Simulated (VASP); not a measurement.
Energy against volume of PbSe (rock salt). Calculation: HSEsol screened hybrid, VASP's PBE PAW potentials (set 64) (plane waves; VASP 6.6.1). Run with 520 eV cut-off, 6×6×6 Γ-centred mesh, Gaussian smearing of 0.050 eV, potentials Pb_d Se.

```tsv
V (Å³/atom)	E (eV/atom)
28.215	-5.13535
29.116	-5.13167
30.016	-5.11936
30.917	-5.09934
```

Task: Fit these four points and predict the energy of the run at 27.315 Å³/atom.

Result: A cubic in V^(−2/3), the third-order Birch-Murnaghan form, passes through the four points with V0 = 28.31 Å³/atom and B0 = 54 GPa, and gives -5.1293 eV/atom there. The run gave -5.1288 eV/atom, +0.5 meV/atom from the fit; all five points give B0 = 56 GPa.

The compound is PbSe in the rock salt structure. It was relaxed first. The cell's shape comes from a PBE relaxation.
